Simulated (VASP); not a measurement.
VASP runs on KTaO₃ (space group Pm-3m) share one base input (PBEsol GGA, plane waves, VASP's PBE PAW potentials (set 64)) and change the settings named in each case.

KPOINTS:
```
Automatic
0
G
  6 6 6
0 0 0
```

POSCAR:
```
KTaO3
1
    3.9900000000     0.0000000000     0.0000000000
    0.0000000000     3.9900000000     0.0000000000
    0.0000000000     0.0000000000     3.9900000000
K Ta O
1 1 3
Direct
  0.0000000000   0.0000000000   0.0000000000
  0.5000000000   0.5000000000   0.5000000000
  0.5000000000   0.0000000000   0.5000000000
  0.0000000000   0.5000000000   0.5000000000
  0.5000000000   0.5000000000   0.0000000000
```

### INCAR
```
ISMEAR = -1
LWAVE = .FALSE.
NELM = 100   # most electronic steps
LREAL = .FALSE.   # projection in real space or not
LCHARG = .FALSE.
ENCUT = 400   # plane-wave cut-off (eV)
PREC = Accurate
SYSTEM = KTaO3
LASPH = .TRUE.
ALGO = Normal
LMAXMIX = 6   # l cut-off of mixed one-centre charges
GGA = PS
ISIF = 2   # forces and stress, cell fixed
SIGMA = 0.05
EDIFF = 1E-6   # SCF stop (eV)
```

POTCAR, in this order: K_sv Ta_pv O (PBE.64 set). Program: vasp_std.

```csv
change,E(σ→0) (eV/atom),pressure (GPa),gap on the mesh (eV)
base run,-8.5943,-4.71,2.08
"GGA removed, POTCAR K_sv Ta_pv O (LDA.64 set)",-9.0204,-9.18,2.02
"GGA_COMPAT = .FALSE., LNONCOLLINEAR = .TRUE., LSORBIT = .TRUE., MAGMOM = 0.0 0.0 0.0 0.0 0.0 0.0 0.0 0.0 0.0 0.0 0.0 0.0 0.0 0.0 0.0, program vasp_ncl",-8.7161,-4.48,1.92
KPOINTS 2×2×2 Γ-centred mesh,-8.3837,-2.75,1.73
"LDAU = .TRUE., LDAUJ = 0 0 0, LDAUL = -1 2 -1, LDAUTYPE = 2, LDAUU = 0 3.0 0",-8.1170,-1.71,2.48
```
 Energies of different potentials or functionals have different zeros.  Unless said otherwise, spin-orbit coupling is left out, though it shifts the bands of the heavy elements here. At 400 eV the pressure can carry a Pulay error.

Left out are runs that ran out of time, are held back, or changed the cell or the kind of run, fixed moments of cells without a moment, rows past the twelfth, gaps on odd meshes, pressures of charged cells and columns that move by less than the noise.

The structure is a typed KTaO3 crystal. The cell was not relaxed at this level.
